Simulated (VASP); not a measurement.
Output of a VASP run:

File OSZICAR:
```
       N       E                     dE             d eps       ncg     rms          rms(c)
DAV:   1     0.286109073008E+02    0.28611E+02   -0.49499E+03  1928   0.100E+03
DAV:   2     0.282477804989E+01   -0.25786E+02   -0.25337E+02  2600   0.140E+02
DAV:   3     0.254527761017E+01   -0.27950E+00   -0.27642E+00  2384   0.167E+01
DAV:   4     0.254211884402E+01   -0.31588E-02   -0.31516E-02  2976   0.110E+00
DAV:   5     0.254207443627E+01   -0.44408E-04   -0.44408E-04  2408   0.603E-02    0.763E+00
DAV:   6     0.260429207098E+01    0.62218E-01   -0.95816E-02  2608   0.216E+00    0.441E+00
DAV:   7     0.261593441682E+01    0.11642E-01   -0.90883E-02  2792   0.206E+00    0.695E-01
DAV:   8     0.261574039252E+01   -0.19402E-03   -0.51993E-03  2112   0.701E-01    0.659E-02
DAV:   9     0.261580403666E+01    0.63644E-04   -0.24904E-04  2304   0.149E-01    0.301E-02
DAV:  10     0.261580282381E+01   -0.12129E-05   -0.62788E-06  2824   0.302E-02    0.967E-03
DAV:  11     0.261580218571E+01   -0.63810E-06   -0.49541E-07  1352   0.732E-03
   1 F= 0.80055735E+01 E0= 0.80059412E+01  d E =0.800557E+01
       N       E                     dE             d eps       ncg     rms          rms(c)
DAV:   1     0.258631072183E+01   -0.29492E-01   -0.33059E-02  2168   0.142E+00    0.225E-01
DAV:   2     0.258744976903E+01    0.11390E-02   -0.23586E-03  2136   0.429E-01    0.102E-01
DAV:   3     0.258774350430E+01    0.29374E-03   -0.15037E-03  2720   0.262E-01    0.148E-02
DAV:   4     0.258774125397E+01   -0.22503E-05   -0.14617E-05  2040   0.388E-02    0.104E-02
DAV:   5     0.258773936154E+01   -0.18924E-05   -0.54505E-07  1528   0.844E-03    0.861E-03
DAV:   6     0.258773813415E+01   -0.12274E-05   -0.80268E-06  2760   0.283E-02    0.272E-03
DAV:   7     0.258773825183E+01    0.11768E-06   -0.74057E-08   968   0.367E-03
   2 F= 0.80055605E+01 E0= 0.80057995E+01  d E =-.130270E-04
       N       E                     dE             d eps       ncg     rms          rms(c)
DAV:   1     0.260017667627E+01    0.12439E-01   -0.68601E-03  2160   0.646E-01    0.103E-01
DAV:   2     0.260041897177E+01    0.24230E-03   -0.48556E-04  2112   0.195E-01    0.459E-02
DAV:   3     0.260047865272E+01    0.59681E-04   -0.30102E-04  2728   0.117E-01    0.728E-03
DAV:   4     0.260047696182E+01   -0.16909E-05   -0.24881E-06  1752   0.163E-02    0.585E-03
DAV:   5     0.260047600955E+01   -0.95226E-06   -0.83353E-08   968   0.358E-03
   3 F= 0.80055247E+01 E0= 0.80058247E+01  d E =-.487852E-04
```

OUTCAR:
```
------------------------ aborting loop because EDIFF is reached ----------------------------------------
  FORCE on cell =-STRESS in cart. coord.  units (eV):
  Direction    XX          YY          ZZ          XY          YZ          ZX
  --------------------------------------------------------------------------------------
  Total        5.4088989      5.4088989      5.4088989      0.0000000      0.0000000     -0.0000000
  in kB      450.3205448    450.3205448    450.3205448      0.0000000      0.0000000     -0.0000000
  external PRESSURE =       0.3205448 kB  Pullay stress =     450.0000000 kB
  volume of cell :       19.24
      direct lattice vectors                 reciprocal lattice vectors
    -1.688155948  1.688155948  1.688155948     0.000000000  0.296181168  0.296181168
     1.688155948 -1.688155948  1.688155948     0.296181168  0.000000000  0.296181168
     1.688155948  1.688155948 -1.688155948     0.296181168  0.296181168  0.000000000
 POSITION                                       TOTAL-FORCE (eV/Angst)
 -----------------------------------------------------------------------------------
      0.00000      0.00000      0.00000        -0.000000      0.000000     -0.000000
 -----------------------------------------------------------------------------------
    total drift:                               -0.000000     -0.000000      0.000000
  FREE ENERGIE OF THE ION-ELECTRON SYSTEM (eV)
  ---------------------------------------------------
  free  energy   TOTEN  =         2.6004760096 eV

  energy  without entropy=        2.6013758409  energy(sigma->0) =        2.60077595
  enthalpy is  TOTEN    =         8.0055247285 eV   P V=        5.4050487190

 reached required accuracy - stopping structural energy minimisation
```
(Selected blocks of OUTCAR.)

### POSCAR
```
Rb
1
   -1.6865639211     1.6865639211     1.6865639211
    1.6865639211    -1.6865639211     1.6865639211
    1.6865639211     1.6865639211    -1.6865639211
Rb
1
Direct
  0.0000000000   0.0000000000   1.0000000000
```

Task: Reconstruct the remaining input files.

Result: One answer among several that fit: the input of the run itself, PBE GGA, plane waves, VASP's PBE PAW potentials (set 64).

### INCAR
```
! general
SYSTEM  = Rb
PREC    = Accurate
ENCUT   = 500
LREAL   = F
LASPH   = T

! electronic loop
EDIFF   = 1E-6
NELM    = 100
ALGO    = Normal
LMAXMIX = 4

! smearing
ISMEAR  = 1
SIGMA   = 0.1

! functional
GGA     = PE

! ions
IBRION  = 2
NSW     = 40
ISIF    = 3
EDIFFG  = -0.02
PSTRESS = 450

! output
LWAVE   = F
LCHARG  = F
```

**KPOINTS**
```
Automatic mesh
0
Gamma
15 15 15
0 0 0
```

POTCAR, in this order: Rb_sv (PBE.64 set). Program: vasp_std.

The compound is Rb in the bcc structure. This run relaxes it under an external pressure of 45 GPa. Symmetry was kept, so distortions that lower it aren't found.
